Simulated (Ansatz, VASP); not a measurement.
## BeBPd3 in VASP and in Ansatz

```
Be B Pd
1.0
     4.08952    0.00000    0.00000
     0.00000    4.08952    0.00000
     0.00000    0.00000    4.08952
Be B Pd
1 1 3
Direct
  0.50000 0.50000 0.50000
  0.00000 0.00000 0.00000
  0.50000 0.00000 0.00000
  0.00000 0.50000 0.00000
  0.00000 0.00000 0.50000
```

Alike in both runs: functional PBE; k mesh 10 × 10 × 10; occupations gaussian, width 0.1 eV; no spin polarisation.

Ansatz relaxed the structure, and its values are those at the end. VASP's run is a single point on that final structure, the one shown.

|  | VASP | Ansatz |
| --- | --- | --- |
| version | VASP 6.6.1 | Ansatz 0.2.0 |
| potentials or method | VASP PAW PBE potentials, release 64 (Be, B, Pd) | scalar-relativistic, plane waves, PAW |
| plane-wave cutoff (eV) | 520 | 420 |
| valence electrons in the cell | 35 | 59 |

VASP gave:

```
gap on the k mesh at the Fermi level (eV) : none
pressure (GPa)                            : 0.1
```

Q: Which values does Ansatz return?

A: gap on the k mesh at the Fermi level (eV): none; pressure (GPa): 0.0.

A gap of «none» marks a metal or a gap that the smearing closes. The two sets of potentials don't hold the same shells in valence.
